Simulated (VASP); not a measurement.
The system is Pb.

```
Pb
1.0
     0.00000    2.47502    2.47502
     2.47502    0.00000    2.47502
     2.47502    2.47502    0.00000
Pb
1
Direct
  0.00000 0.00000 0.00000
```

- Program: VASP 6.6.1
- Task: relaxation of cell and atoms
- Functional: r2SCAN
- Potentials or basis: VASP PAW PBE potentials, release 64 (Pb_d)
- Cutoff: 600 eV
- k mesh: 14 × 14 × 14
- Occupations: methfessel-paxton, width 0.1 eV
- Spin: no spin polarisation

At the start: pressure 1.3 GPa; volume 30.32 Å³/atom.

**Question.** Where does the relaxation end?

**Answer.** Over 3 steps the energy falls by 3.5 meV/atom and the volume is 31.18 Å³/atom (+2.8 %); space group Fm-3m (No. 225, to 0.05 Å).

The path:
```
step  energy change (eV)  largest force (eV/Å)  pressure (GPa)  volume (Å³)
   1              0.0000                0.0000            1.31        30.32
   2             -0.0032                0.0000           -0.33        31.42
   3             -0.0035                0.0000            0.01        31.18
```

Final structure:
```
CELL_PARAMETERS angstrom
0.00000 2.49826 2.49826
2.49826 0.00000 2.49826
2.49826 2.49826 0.00000
ATOMIC_POSITIONS crystal
Pb 0.00000 0.00000 0.00000
```

Caveat: the PAW data sets were made with another functional, which shifts forces and pressure a little.
